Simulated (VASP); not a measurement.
Data:

```
CSi
1.0
    0.00000     2.18305     2.18305
    2.18305     0.00000     2.18305
    2.18305     2.18305     0.00000
Si C
1 1
Cartesian
  0.00000   0.00000   0.00000
  1.09152   1.09152   1.09152
```

Level of theory: PBE GGA with D3 dispersion (zero damping), VASP's PBE PAW potentials (set 64) (plane waves; VASP 6.6.1). Run with 520 eV cut-off, Gaussian smearing of 0.050 eV, potentials Si C.

### Question
Give the energies of bands 2 to 6 at the high-symmetry points, in eV from the valence-band maximum.

### Answer

```json
[
 {"band": "2", "Γ": "0.00", "X": "-7.78", "U": "-7.26", "L": "-8.50", "W": "-7.01"},
 {"band": "3", "Γ": "0.00", "X": "-3.17", "U": "-5.51", "L": "-1.05", "W": "-4.96"},
 {"band": "4", "Γ": "0.00", "X": "-3.17", "U": "-2.58", "L": "-1.05", "W": "-4.66"},
 {"band": "5", "Γ": "6.17", "X": "1.36", "U": "3.10", "L": "5.38", "W": "5.20"},
 {"band": "6", "Γ": "7.27", "X": "4.30", "U": "7.74", "L": "7.21", "W": "9.40"}
]
```

The gap is indirect, 1.36 eV, from the valence maximum at Γ to the conduction minimum at X.

Measured: gap 2.53 eV (computed value off by -1.17 eV), as given by Wei Chen et al., Physical Review Materials (2018), doi:10.1103/physrevmaterials.2.073803 [zero-point renormalisation of 0.11 eV added back (the table's ZPR column)].

The compound is SiC in the zinc blende structure. It was relaxed first.
